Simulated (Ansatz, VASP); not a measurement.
Two plane-wave programs on SrAlO

```
Sr Al O
1.0
     3.60246    0.00000    0.00000
    -1.80123    3.11982    0.00000
     0.00000    0.00000   10.74802
Sr Al O
2 2 2
Direct
  0.00000 0.00000 0.50000
  0.00000 0.00000 0.00000
  0.66667 0.33333 0.75000
  0.33333 0.66667 0.25000
  0.66667 0.33333 0.25000
  0.33333 0.66667 0.75000
```

Change from the starting cell: species swapped into the CeZnIn type (P6_3/mmc, No. 194).

Alike in both runs: functional PBE; k mesh 6 × 6 × 4; occupations gaussian, width 0.1 eV; no spin polarisation.

Ansatz relaxed the structure, and its values are those at the end. VASP's run is a single point on that final structure, the one shown.

```csv
,VASP,Ansatz
version,VASP 6.6.1,Ansatz 0.2.0
potentials or method,"VASP PAW PBE potentials, release 64 (Sr_sv, Al, O)","scalar-relativistic, plane waves, PAW"
plane-wave cutoff (eV),520,420
valence electrons in the cell,38,38
```

```tsv
	VASP	Ansatz	Ansatz less VASP
gap on the k mesh at the Fermi level (eV)	none	none	-
pressure (GPa)	0.1	0.1	-0.04
```

A gap of «none» marks a metal or a gap that the smearing closes.
